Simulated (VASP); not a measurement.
Runs of VASP 6.6.1 on MoS2. The structure is hexagonal, space group P6_3/mmc (No. 194). Conventional cell: a = 3.161 Å, b = 3.161 Å, c = 12.295 Å, α = 90.00°, β = 90.00°, γ = 120.00°. Mo (site symmetry -6m2) has 6 S at 2.40 Å as nearest neighbours. S (site symmetry 3m) is surrounded by 3 Mo at 2.40 Å. The cell was built by a generator and needn't be a form met in nature.

```csv
level,gap on the mesh (eV),pressure (GPa),largest force (eV/Å)
SCAN+rVV10,(d),-0.2,0.19
rev-vdW-DF2,(b),(a),0.11
vdW-DF,1.01,8.4,0.44
optB88-vdW,0.97,3.5,(c)
```

Alike in all rows: task single point; potentials or basis VASP PAW PBE potentials, release 64 (Mo_sv, S); no spin polarisation; cell as given; k mesh 8 × 8 × 2; cutoff (eV) 520; smearing fermi-dirac 0.05 eV.

Fill in the values left out.

(a) 1.0; (b) 0.95; (c) 0.25; (d) 1.09.

Caveats: the PAW data sets were made with another functional, which shifts forces and pressure a little.

A k mesh can miss the band edges, and the runs leave out spin-orbit coupling on Mo.

Runs at the PBE level aren't shown here.
